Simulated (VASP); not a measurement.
Data:

```
CELL_PARAMETERS angstrom
      4.26000     2.13000     2.13000
      2.13000     4.26000     2.13000
      2.13000     2.13000     4.26000
ATOMIC_POSITIONS crystal
  Co 0.00000 0.00000 0.00000
  Co 0.50000 0.50000 0.50000
  O  0.25000 0.25000 0.25000
  O  0.75000 0.75000 0.75000
```
Starting moments (μB, in the order of the record's atoms Co Co O O): 3.0 -3.0 0.0 0.0.

Method: PBE GGA, VASP's PBE PAW potentials (set 64) (plane waves; VASP). Numerical set-up: 250 eV cut-off, 8×8×8 Γ-centred mesh, Gaussian smearing of 0.050 eV, potentials Co O.

At this cut-off the stress carries a Pulay error, which pulls relaxed volumes low.

Task: Give the stress tensor in GPa (positive for a compressed cell).

Result: 
```
-95.91    2.74    2.74
  2.74  -95.91    2.74
  2.74    2.74  -95.91
```
The pressure is its mean diagonal, -95.91 GPa.

The compound is CoO in the rock salt, AFM-II order structure. The cell was not relaxed at this level. The k-mesh is coarse (spacing up to 0.31 per Å, 2π included), so the numbers may not be converged in it. The run is one of a series of settings (ENCUT = 250 against the base run), some of them coarse on purpose.
